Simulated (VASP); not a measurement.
Output of a VASP run:

**OSZICAR**
```
...
DAV:  21    -0.962637945135E+02    0.11338E-06   -0.96673E-08   708   0.255E-03
   1 F= -.96263795E+02 E0= -.96263795E+02  d E =-.962638E+02
       N       E                     dE             d eps       ncg     rms          rms(c)
DAV:   1    -0.963662645211E+02   -0.10247E+00   -0.22961E+00  1344   0.115E+01    0.238E+00
DAV:   2    -0.962682553326E+02    0.98009E-01   -0.38303E-01  1338   0.378E+00    0.457E-01
DAV:   3    -0.962643345232E+02    0.39208E-02   -0.15870E-02  1302   0.821E-01    0.146E-01
DAV:   4    -0.962622655721E+02    0.20690E-02   -0.37976E-03  1236   0.597E-01    0.768E-02
DAV:   5    -0.962647533500E+02   -0.24878E-02   -0.20277E-03  1224   0.451E-01    0.107E-02
DAV:   6    -0.962649505944E+02   -0.19724E-03   -0.20065E-04  1296   0.159E-01    0.880E-03
DAV:   7    -0.962649913284E+02   -0.40734E-04   -0.43161E-05  1308   0.602E-02    0.679E-03
DAV:   8    -0.962649966044E+02   -0.52760E-05   -0.12751E-05  1284   0.312E-02    0.164E-03
DAV:   9    -0.962650004800E+02   -0.38756E-05   -0.16789E-06   840   0.148E-02    0.849E-04
DAV:  10    -0.962650009746E+02   -0.49458E-06   -0.12332E-07   750   0.331E-03
   2 F= -.96265001E+02 E0= -.96265001E+02  d E =-.120646E-02
       N       E                     dE             d eps       ncg     rms          rms(c)
DAV:   1    -0.962938059630E+02   -0.28805E-01   -0.50528E-01  1344   0.534E+00    0.112E+00
DAV:   2    -0.962719984683E+02    0.21807E-01   -0.85696E-02  1338   0.179E+00    0.209E-01
DAV:   3    -0.962710922742E+02    0.90619E-03   -0.33660E-03  1296   0.378E-01    0.713E-02
DAV:   4    -0.962707055035E+02    0.38677E-03   -0.87249E-04  1206   0.284E-01    0.378E-02
DAV:   5    -0.962710853386E+02   -0.37984E-03   -0.53982E-04  1200   0.228E-01    0.747E-03
DAV:   6    -0.962711860031E+02   -0.10066E-03   -0.63706E-05  1278   0.883E-02    0.440E-03
DAV:   7    -0.962711894635E+02   -0.34604E-05   -0.84951E-06  1326   0.269E-02    0.310E-03
DAV:   8    -0.962711893459E+02    0.11766E-06   -0.22520E-06   828   0.137E-02
   3 F= -.96271189E+02 E0= -.96271189E+02  d E =-.739483E-02
       N       E                     dE             d eps       ncg     rms          rms(c)
DAV:   1    -0.962712394939E+02   -0.50030E-04   -0.91005E-04  1344   0.227E-01    0.473E-02
DAV:   2    -0.962711896870E+02    0.49807E-04   -0.15294E-04  1344   0.755E-02    0.887E-03
DAV:   3    -0.962711865769E+02    0.31101E-05   -0.61887E-06  1290   0.163E-02    0.299E-03
DAV:   4    -0.962711848413E+02    0.17356E-05   -0.16033E-06   768   0.125E-02    0.142E-03
DAV:   5    -0.962711851993E+02   -0.35797E-06   -0.90386E-07   738   0.947E-03
   4 F= -.96271185E+02 E0= -.96271185E+02  d E =-.739069E-02
       N       E                     dE             d eps       ncg     rms          rms(c)
DAV:   1    -0.962713350949E+02   -0.15025E-03   -0.33549E-02  1176   0.129E+00    0.274E-02
DAV:   2    -0.962713444339E+02   -0.93390E-05   -0.55423E-04  1362   0.161E-01    0.172E-02
DAV:   3    -0.962713248477E+02    0.19586E-04   -0.15761E-05  1350   0.429E-02    0.973E-03
DAV:   4    -0.962713181856E+02    0.66621E-05   -0.22005E-05  1212   0.401E-02    0.249E-03
DAV:   5    -0.962713276333E+02   -0.94477E-05   -0.13612E-05  1176   0.390E-02    0.150E-03
DAV:   6    -0.962713302534E+02   -0.26201E-05   -0.16720E-06   828   0.114E-02    0.582E-04
DAV:   7    -0.962713304205E+02   -0.16707E-06   -0.18526E-07   714   0.395E-03
   5 F= -.96271330E+02 E0= -.96271330E+02  d E =-.145221E-03
```

**OUTCAR**
```
------------------------ aborting loop because EDIFF is reached ----------------------------------------
  FORCE on cell =-STRESS in cart. coord.  units (eV):
  Direction    XX          YY          ZZ          XY          YZ          ZX
  --------------------------------------------------------------------------------------
  Total        0.0365718     -0.0194402     -0.0137995      0.0000000      0.0000000      0.0177750
  in kB        0.6910592     -0.3673419     -0.2607541      0.0000000      0.0000000      0.3358758
  external PRESSURE =       0.0209877 kB  Pullay stress =       0.0000000 kB
  volume of cell :       84.79
      direct lattice vectors                 reciprocal lattice vectors
     4.539957640 -2.378293441  0.000131702     0.110135866 -0.210234781 -0.092393553
     4.539957640  2.378293441  0.000131702     0.110135866  0.210234781 -0.092393553
     3.293955716 -0.000000000  3.926493318    -0.000007388 -0.000000000  0.254686372
 POSITION                                       TOTAL-FORCE (eV/Angst)
 -----------------------------------------------------------------------------------
     10.54119     -0.00000      3.34517        -0.009287     -0.000000     -0.002947
      4.35426     -0.00000      1.38179        -0.009287     -0.000000     -0.002947
      1.83268     -0.00000      0.58159         0.009287     -0.000000      0.002947
      8.01961     -0.00000      2.54497         0.009287     -0.000000      0.002947
      4.74045     -0.92153      2.94494         0.000000      0.000920     -0.000000
      5.12205      1.64991      1.74244         0.000241     -0.000460     -0.000759
      7.63343      0.92153      0.98182         0.000000     -0.000920     -0.000000
      6.76903      0.72838      3.70568         0.000241      0.000460     -0.000759
      7.25182     -1.64991      2.18432        -0.000241      0.000460      0.000759
      5.60484     -0.72838      0.22107        -0.000241     -0.000460      0.000759
 -----------------------------------------------------------------------------------
    total drift:                               -0.000000     -0.000000     -0.000000
  FREE ENERGIE OF THE ION-ELECTRON SYSTEM (eV)
  ---------------------------------------------------
  free  energy   TOTEN  =       -96.2713304205 eV

  energy  without entropy=      -96.2713304205  energy(sigma->0) =      -96.27133042

 reached required accuracy - stopping structural energy minimisation
```
(Selected blocks of OUTCAR.)

File POSCAR:
```
Al2O3
1
    4.5528304563    -2.3870392076    -0.0010807279
    4.5528304563     2.3870392076    -0.0010807279
    3.3022465745    -0.0000000000     3.9397194076
Al O
4 6
Direct
  0.8520018996   0.8520018996   0.8520018996
  0.3520018996   0.3520018996   0.3520018996
  0.1479981004   0.1479981004   0.1479981004
  0.6479981004   0.6479981004   0.6479981004
  0.4440511700   0.0559488300   0.7500000000
  0.0559488300   0.7500000000   0.4440511700
  0.5559488300   0.9440511700   0.2500000000
  0.2500000000   0.5559488300   0.9440511700
  0.9440511700   0.2500000000   0.5559488300
  0.7500000000   0.4440511700   0.0559488300
```

Q: Write an INCAR and KPOINTS that could have produced this output.

A: One answer among several that fit: the input of the run itself, r2SCAN meta-GGA, plane waves, VASP's PBE PAW potentials (set 64).

### KPOINTS
```
Automatic mesh
0
Gamma
5 5 5
0 0 0
```

**INCAR**
```
! general
SYSTEM  = Al2O3
PREC    = Accurate
ENCUT   = 520   ! plane-wave cut-off (eV)
LREAL   = .FALSE.   ! projection in real space or not
LASPH   = .TRUE.

! electronic loop
EDIFF   = 1E-6
NELM    = 100   ! most electronic steps
ALGO    = Normal   ! blocked Davidson
LMIXTAU = .TRUE.

! smearing
ISMEAR  = 0   ! Gaussian
SIGMA   = 0.05   ! width (eV)

! functional
METAGGA = R2SCAN

! ions
IBRION  = 2   ! conjugate gradients
NSW     = 60
ISIF    = 3
EDIFFG  = -0.02   ! ionic stop

! output
LWAVE   = .FALSE.
LCHARG  = .FALSE.
```

POTCAR, in this order: Al O (PBE.64 set). Program: vasp_std.

The compound is Al2O3 in the corundum structure. This run relaxes it. Symmetry was kept, so distortions that lower it aren't found. The start is the result of an earlier pass.
